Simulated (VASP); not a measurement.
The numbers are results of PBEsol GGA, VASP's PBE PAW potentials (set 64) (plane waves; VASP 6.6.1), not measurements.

VASP input:

**INCAR**
```
# general
SYSTEM  = Ba
PREC    = Accurate
ENCUT   = 520   # plane-wave cut-off (eV)
LREAL   = .False.
LASPH   = .True.   # aspherical one-centre terms

# electronic loop
EDIFF   = 1E-7   # SCF stop (eV)
NELM    = 100
ALGO    = Normal   # blocked Davidson
LMAXMIX = 4   # l cut-off of mixed one-centre charges

# smearing
ISMEAR  = 1   # Methfessel-Paxton
SIGMA   = 0.1

# functional
GGA     = PS

# ions
ISIF    = 2

# output
LWAVE   = .False.
LCHARG  = .False.
```

File POSCAR:
```
Ba
1.0
 -2.3979900107   2.3979900107   2.3979900107
  2.3979900107  -2.3979900107   2.3979900107
  2.3979900107   2.3979900107  -2.3979900107
Ba
1
Cartesian
  0.0000000000   0.0000000000   0.0000000000
```

### KPOINTS
```
Automatic mesh
0
Gamma
11 11 11
0 0 0
```

POTCAR, in this order: Ba_sv (PBE.64 set). Program: vasp_std.

Output of the run:

**OSZICAR**
```
       N       E                     dE             d eps       ncg     rms          rms(c)
DAV:   1     0.555723300196E+02    0.55572E+02   -0.44449E+03  1008   0.930E+02
DAV:   2     0.410379677004E-01   -0.55531E+02   -0.54681E+02  1186   0.154E+02
DAV:   3    -0.209775332525E+01   -0.21388E+01   -0.21235E+01  1350   0.340E+01
DAV:   4    -0.214881591463E+01   -0.51063E-01   -0.51029E-01  1494   0.427E+00
DAV:   5    -0.215002661854E+01   -0.12107E-02   -0.12106E-02  1499   0.384E-01    0.192E+00
DAV:   6    -0.214628023712E+01    0.37464E-02   -0.42423E-03  1359   0.697E-01    0.112E+00
DAV:   7    -0.214425913484E+01    0.20211E-02   -0.79174E-03  1451   0.928E-01    0.505E-02
DAV:   8    -0.214434139732E+01   -0.82262E-04   -0.18040E-04  1379   0.108E-01    0.593E-03
DAV:   9    -0.214434397440E+01   -0.25771E-05   -0.31449E-06  1452   0.133E-02    0.244E-03
DAV:  10    -0.214434315075E+01    0.82366E-06   -0.41342E-07  1433   0.449E-03    0.114E-03
DAV:  11    -0.214434309445E+01    0.56294E-07   -0.49863E-09   674   0.734E-04
   1 F= -.21443431E+01 E0= -.21447316E+01  d E =0.116545E-02
```

OUTCAR:
```
------------------------ aborting loop because EDIFF is reached ----------------------------------------
  FORCE on cell =-STRESS in cart. coord.  units (eV):
  Direction    XX          YY          ZZ          XY          YZ          ZX
  --------------------------------------------------------------------------------------
  Total        0.2181647      0.2181647      0.2181647      0.0000000      0.0000000      0.0000000
  in kB        6.3371347      6.3371347      6.3371347      0.0000000      0.0000000      0.0000000
  external PRESSURE =       6.3371347 kB  Pullay stress =       0.0000000 kB
  volume of cell :       55.16
      direct lattice vectors                 reciprocal lattice vectors
    -2.397990011  2.397990011  2.397990011     0.000000000  0.208507958  0.208507958
     2.397990011 -2.397990011  2.397990011     0.208507958  0.000000000  0.208507958
     2.397990011  2.397990011 -2.397990011     0.208507958  0.208507958  0.000000000
 POSITION                                       TOTAL-FORCE (eV/Angst)
 -----------------------------------------------------------------------------------
      0.00000      0.00000      0.00000         0.000000      0.000000     -0.000000
 -----------------------------------------------------------------------------------
    total drift:                                0.000000      0.000000     -0.000000
  FREE ENERGIE OF THE ION-ELECTRON SYSTEM (eV)
  ---------------------------------------------------
  free  energy   TOTEN  =        -2.1443430945 eV

  energy  without entropy=       -2.1455085419  energy(sigma->0) =       -2.14473158
```
(Selected blocks of OUTCAR.)

The compound is Ba in the bcc structure. This cell is one point of a volume scan, at 0.94 of the reference volume.
